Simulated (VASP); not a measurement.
The input files of a VASP run:

POSCAR:
```
Mo
1
   -1.5585131871     1.5585131871     1.5585131871
    1.5585131871    -1.5585131871     1.5585131871
    1.5585131871     1.5585131871    -1.5585131871
Mo
1
Direct
  1.0000000000   1.0000000000   1.0000000000
```

KPOINTS:
```
Automatic mesh
0
Gamma
15 15 15
0 0 0
```

INCAR:
```
ALGO = Normal
EDIFF = 1E-6
EDIFFG = -0.01
ENCUT = 520
IBRION = 2
ISIF = 3
ISMEAR = 1
LASPH = .True.
LCHARG = .False.
LMAXMIX = 4
LREAL = .False.
LWAVE = .False.
NELM = 100
NSW = 60
PREC = Accurate
SIGMA = 0.1
SYSTEM = Mo
```

POTCAR, in this order: Mo_sv (LDA.64 set). Program: vasp_std.

Q: Translate this LDA calculation to Ansatz.

A: One equivalent input (not run):
Ansatz 0.2 input:
```yaml
crystal:
  lattice:
    - [-1.5585132, 1.5585132, 1.5585132]
    - [1.5585132, -1.5585132, 1.5585132]
    - [1.5585132, 1.5585132, -1.5585132]
  atoms:
    - { symbol: Mo, position: [1.0000000, 1.0000000, 1.0000000] }
kpoints:
  mp_grid: { grid: [15, 15, 15] }
hamiltonian:
  xc: lda
  pseudopotentials: { kind: paw }
scf:
  occupations: { method: methfessel_paxton, width: 0.1 }
  max_iter: 100
relax:
  max_steps: 60
  f_tol: 0.01
  cell: {}
output: { forces: true, stress: true, eigenvalues: true }
```
The two are equivalent in intent, not identical: each code has its own PAW files, so the cut-off isn't converted (ENCUT is set for VASP's; basis.ecutwfc is left out, and Ansatz then takes the one that its files recommend); Ansatz stops its SCF on the density residual and VASP on the energy change (EDIFF); Ansatz's lda is the Perdew-Wang form, while the LDA potentials of VASP carry Perdew-Zunger's.

The compound is Mo in the bcc structure. It was relaxed first. The start is the result of an earlier pass.
